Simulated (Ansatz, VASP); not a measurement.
## BaSi3: VASP beside Ansatz

The input INCAR:

```
SYSTEM = BaSi3
PREC = Accurate ; ENCUT = 520
EDIFF = 1E-6 ; ISMEAR = 0
SIGMA = 0.05 ; LREAL = .FALSE.
LASPH = .TRUE. ; NELM = 80
ALGO = Normal ; ISIF = 2
LWAVE = .FALSE. ; LCHARG = .FALSE.
GGA = PE ; NBANDS = 19
```

File KPOINTS:

```
Automatic mesh
0
G
  8 8 8
  0 0 0
```

POSCAR

```
BaSi3
1.0
    4.5169372476      0.0000000000      0.0000000000
    0.0000000000      4.5169372476      0.0000000000
    0.0000000000      0.0000000000      4.5169372476
Ba Si
1 3
Direct
    0.0000000000      0.0000000000      0.0000000000
    0.0000000000      0.5000000000      0.5000000000
    0.5000000000      0.5000000000      0.0000000000
    0.5000000000      0.0000000000      0.5000000000
```

Input for Ansatz:

```yaml
crystal:
  lattice:
    - [4.5169372476, 0.0, 0.0]
    - [0.0, 4.5169372476, 0.0]
    - [0.0, 0.0, 4.5169372476]
  atoms:
    - { symbol: Ba, position: [0.0, 0.0, 0.0] }
    - { symbol: Si, position: [0.0, 0.5, 0.5] }
    - { symbol: Si, position: [0.5, 0.5, 0.0] }
    - { symbol: Si, position: [0.5, 0.0, 0.5] }
basis:
  ecutwfc: 420
  ecutrho_ratio: 4
kpoints:
  mp_grid: { grid: [8, 8, 8] }
hamiltonian:
  xc: pbe
scf:
  occupations: { method: gaussian, width: 0.05 }
output:
  forces: true
  stress: true
  eigenvalues: true
```

Alike in both runs: task single point; functional PBE; k mesh 8 × 8 × 8; occupations gaussian, width 0.05 eV; no spin polarisation.

|  | VASP | Ansatz |
| --- | --- | --- |
| version | VASP 6.6.1 | Ansatz 0.2.0 |
| potentials or method | VASP PAW PBE potentials, release 64 (Ba_sv, Si) | scalar-relativistic, plane waves, PAW |
| plane-wave cutoff (eV) | 520 | 420 |
| valence electrons in the cell | 22 | 22 |

Ansatz gave:

| Item | Value |
| --- | --- |
| gap on the k mesh at the Fermi level (eV) | none |
| pressure (GPa) | -1.0 |

Task: Estimate VASP's values.

Result: gap on the k mesh at the Fermi level (eV): none; pressure (GPa): -0.2.

A gap of «none» marks a metal or a gap that the smearing closes.

The runs have no spin-orbit coupling, so splittings on Ba are missing.
